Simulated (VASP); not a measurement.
Set up this calculation in VASP 6.6.1, as the native input.

```
Task                   : relaxation of cell and atoms
Functional             : PBE
Potentials or basis    : VASP PAW PBE potentials, release 64 (Hf_pv, O)
Cutoff                 : 600 eV
k mesh                 : 4 × 4 × 4
Occupations            : gaussian, width 0.05 eV
Spin                   : no spin polarisation
Further INCAR settings : ALGO = Normal; EDIFF = 1e-06; IBRION = 2; EDIFFG = -0.01; NSW = 60; ISIF = 3
```

The structure of HfO2 lies in POSCAR:

```
HfO2
1.0
    5.0800000000      0.0000000000      0.0000000000
    0.0000000000      5.0800000000      0.0000000000
    0.0000000000      0.0000000000      5.0800000000
Hf O
4 8
Direct
    0.0000000000      0.0000000000      0.0000000000
    0.0000000000      0.5000000000      0.5000000000
    0.5000000000      0.0000000000      0.5000000000
    0.5000000000      0.5000000000      0.0000000000
    0.2500000000      0.2500000000      0.2500000000
    0.2500000000      0.2500000000      0.7500000000
    0.2500000000      0.7500000000      0.2500000000
    0.2500000000      0.7500000000      0.7500000000
    0.7500000000      0.2500000000      0.2500000000
    0.7500000000      0.2500000000      0.7500000000
    0.7500000000      0.7500000000      0.2500000000
    0.7500000000      0.7500000000      0.7500000000
```

The cell was built by a generator and needn't be a form met in nature.

These files were run (other wordings do the same):

INCAR

```
SYSTEM = HfO2
PREC     = Accurate       ! precision mode
ENCUT    = 600            ! plane-wave cutoff, eV
EDIFF    = 1E-6           ! SCF threshold, eV
ISMEAR   = 0              ! smearing method
SIGMA    = 0.05           ! smearing width, eV
LREAL    = .FALSE.        ! projectors in reciprocal space
LASPH    = .TRUE.         ! aspherical terms in the spheres
NELM     = 100            ! most SCF steps
ALGO     = Normal         ! electronic algorithm
ISIF     = 3              ! what is computed and relaxed
LWAVE    = .FALSE.        ! write WAVECAR
LCHARG   = .FALSE.        ! write CHGCAR
GGA      = PE             ! functional
IBRION   = 2              ! ionic algorithm
NSW      = 60             ! ionic steps
EDIFFG   = -0.01          ! ionic threshold
```

KPOINTS

```
Automatic mesh
0
G
  4 4 4
  0 0 0
```

Potentials or basis: VASP PAW PBE potentials, release 64 (Hf_pv, O).

Run with:

```console
$ cat potpaw_PBE.64/Hf_pv/POTCAR potpaw_PBE.64/O/POTCAR > POTCAR
$ mpirun -np 1 vasp_std > vasp.out
```

Results of the run:

* Relaxed volume: 10.87 Å³/atom
* Relaxed cell: a = 5.071 Å, b = 5.071 Å, c = 5.071 Å, α = 90.00°, β = 90.00°, γ = 90.00°
* Space group after relaxing (to 0.05 Å): Fm-3m (No. 225)
* Energy gained by relaxing: 0.3 meV/atom
* Ionic steps: 3
* Pressure after relaxing: 0.0 GPa
* Band gap on the k mesh: 3.80 eV

Caveat: spin-orbit coupling is left out, which moves the levels of the heavy elements.

Wall time 120 s on 1 thread of Intel(R) Xeon(R) 6975P-C (Granite Rapids) (shared host), peak memory 0.3 GiB.
